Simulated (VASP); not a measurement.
A convergence study with VASP on La2O3 (space group no. 164 when undisturbed): one setting is varied, all else stays as given below, so the limit is that of these other settings. One atom is moved off its site, so that forces are finite.

```
La2O3
1.0
    1.97985    -3.42920     0.00000
    1.97985     3.42920     0.00000
    0.00000     0.00000     6.16065
La O
2 3
Direct
  0.33333   0.66667   0.25512
  0.66667   0.33333   0.75300
  0.00000   0.00000   0.00000
  0.33333   0.66667   0.64700
  0.66667   0.33333   0.35300
```

Method: PBE GGA, VASP's PBE PAW potentials (set 64) (plane waves; VASP). The tightest run used: 400 eV cut-off, 15×15×9 Γ-centred mesh, Fermi-Dirac smearing of 0.050 eV, potentials La O.

```
setting     E (eV/atom)  pressure (GPa)  largest force (eV/Å)  irreducible k-points
----------  -----------  --------------  --------------------  --------------------
2×2×1 mesh      -8.2418           -1.88                 0.337                     2
2×2×2 mesh      -8.3270           -2.98                 0.563                     4
3×3×2 mesh      -8.3727           -3.99                 0.539                     6
4×4×2 mesh      -8.3717           -3.93                 0.553                     8
```

**Question.** These are the cheaper rows. Estimate the results at 15×15×9 mesh, and how far the last row shown lies from them.

**Answer.** 
```csv
quantity,tightest run,last row shown is off by
E (eV/atom),-8.3724,0.0007
pressure (GPa),-3.94,0.01
largest force (eV/Å),0.557,-0.004
```

Left out are rungs that failed or repeat a setting and relaxations that didn't move; long series are thinned to 24 rows.

The structure is a typed La2O3 crystal (space group no. 164). The cell was not relaxed at this level, it is distorted from the ideal structure.
